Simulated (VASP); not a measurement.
Calculation: PBEsol GGA, VASP's PBE PAW potentials (set 64) (plane waves; VASP 6.6.1).

A VASP calculation is set up with these files.

File POSCAR:
```
Mg(001) slab
1
    3.1909174511     0.0000000000     0.0000000000
   -1.5954587255     2.7634160252     0.0000000000
    0.0000000000     0.0000000000    24.8415006507
Mg
4
Direct
  0.6666670000   0.3333330000   0.3408172242
  0.6666670000   0.3333330000   0.5533334501
  0.3333330000   0.6666670000   0.4466665499
  0.3333330000   0.6666670000   0.6591827758
```

### INCAR
```
ENCUT  =  400
LREAL  =  .FALSE.
ALGO  =  Normal
LCHARG  =  .FALSE.
SYSTEM  =  Mg(001) slab
IDIPOL  =  3
ISMEAR  =  1
LWAVE  =  .FALSE.
LORBIT  =  11   # lm-projected
SIGMA  =  0.1   # width (eV)
PREC  =  Normal
EDIFF  =  1E-6
DIPOL  =  0.5 0.5 0.5
GGA  =  PS
NELM  =  100   # most electronic steps
LASPH  =  .TRUE.   # aspherical one-centre terms
LDIPOL  =  .TRUE.
LVHAR  =  .TRUE.
NELMIN  =  4
```

File KPOINTS:
```
Automatic mesh
0
Gamma
  10 10 1
0 0 0
```

POTCAR, in this order: Mg (PBE.64 set). Program: vasp_std. Read from the step before: WAVECAR.

Q: Predict the energy per atom (σ→0), band gap (on the k-mesh).

A: 
* **energy per atom (σ→0)**: -1.557 eV/atom
* **band gap (on the k-mesh)**: none (metal, semimetal or under 0.01 eV)

**OSZICAR**
```
       N       E                     dE             d eps       ncg     rms          rms(c)
DAV:   1    -0.623073551070E+01   -0.62307E+01   -0.79413E-06   272   0.104E-02    0.153E-03
DAV:   2    -0.623073496625E+01    0.54446E-06   -0.17008E-06   248   0.495E-03    0.566E-04
DAV:   3    -0.623073487862E+01    0.87624E-07   -0.29379E-07   264   0.234E-03    0.216E-04
DAV:   4    -0.623073487255E+01    0.60718E-08   -0.24089E-08   192   0.899E-04
   1 F= -.62307349E+01 E0= -.62297833E+01  d E =-.285476E-02
```

The cell is a thin slab with vacuum, built from Mg (hcp): (001) face.
